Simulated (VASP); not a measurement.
```
CELL_PARAMETERS angstrom
      0.00000     2.82211     2.82211
      2.82211     0.00000     2.82211
      2.82211     2.82211     0.00000
ATOMIC_POSITIONS crystal
  Ge 0.00000 0.00000 0.00000
  Ge 0.25000 0.25000 0.25000
```

Level of theory: r2SCAN+rVV10, VASP's PBE PAW potentials (set 64) (plane waves; VASP). Numerical set-up: 400 eV cut-off, 7×7×7 Γ-centred mesh, Gaussian smearing of 0.050 eV, potentials Ge_d.

### Question
Estimate the energy per atom (σ→0), band gap (on the k-mesh) with the smallest direct gap where there is one.

### Answer

* **band gap (on the k-mesh)**: 0.48 eV
* **smallest direct gap (on the k-mesh)**: 0.48 eV
* **energy per atom (σ→0)**: -13.445 eV/atom

Only differences to runs with the same potentials and settings are physical.

The structure comes from a measured Ge entry (Fd-3m) of the Crystallography Open Database, whose conditions weren't checked. It was relaxed first. The start is the result of an earlier pass.
